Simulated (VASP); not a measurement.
Tl3In (space group Cmmm): computed properties

Method: PBEsol GGA, VASP's PBE PAW potentials (set 64) (plane waves; VASP 6.6.1).

* **space group**: Cmmm (65)
* **cell**: a = 3.695 Å, b = 5.510 Å, c = 10.916 Å, α = 90.00°, β = 90.00°, γ = 90.00°
* **volume per atom**: 27.78 Å³/atom
* **band gap (over mesh and band path)**: none (metal, semimetal or under 0.01 eV)
* **band gap with spin-orbit coupling**: none (metallic)
* **density**: 10.88 g/cm³

```cif
data_In2Tl6
_chemical_formula_sum 'Tl6 In2'
_space_group_name_H-M_alt 'Cmmm'
_space_group_IT_number 65
_space_group_name_Hall '-C 2 2'
_cell_length_a 3.69550
_cell_length_b 5.50979
_cell_length_c 10.91585
_cell_angle_alpha 90.000
_cell_angle_beta 90.000
_cell_angle_gamma 90.000
loop_
_space_group_symop_operation_xyz
  'x, y, z'
  '-x, -y, -z'
  '-x, -y, z'
  'x, y, -z'
  'x, -y, -z'
  '-x, y, z'
  '-x, y, -z'
  'x, -y, z'
  'x+1/2, y+1/2, z'
  '-x+1/2, -y+1/2, -z'
  '-x+1/2, -y+1/2, z'
  'x+1/2, y+1/2, -z'
  'x+1/2, -y+1/2, -z'
  '-x+1/2, y+1/2, z'
  '-x+1/2, y+1/2, -z'
  'x+1/2, -y+1/2, z'
loop_
_atom_site_label
_atom_site_type_symbol
_atom_site_symmetry_multiplicity
_atom_site_Wyckoff_symbol
_atom_site_fract_x
_atom_site_fract_y
_atom_site_fract_z
_atom_site_occupancy
Tl1 Tl 4 l 0.00000 0.50000 0.24476 1
Tl2 Tl 2 d 0.50000 0.50000 0.50000 1
In1 In 2 a 0.00000 0.00000 0.00000 1
```
(The calculation used a cell of 4 atoms; values per cell refer to that cell.)

Unless said otherwise, spin-orbit coupling is left out, though it shifts the bands of the heavy elements here.

The structure comes from a computed database's Tl3In entry (Cmmm); how it stands against other phases isn't given here. It was relaxed first. Symmetry was kept, so distortions that lower it aren't found.
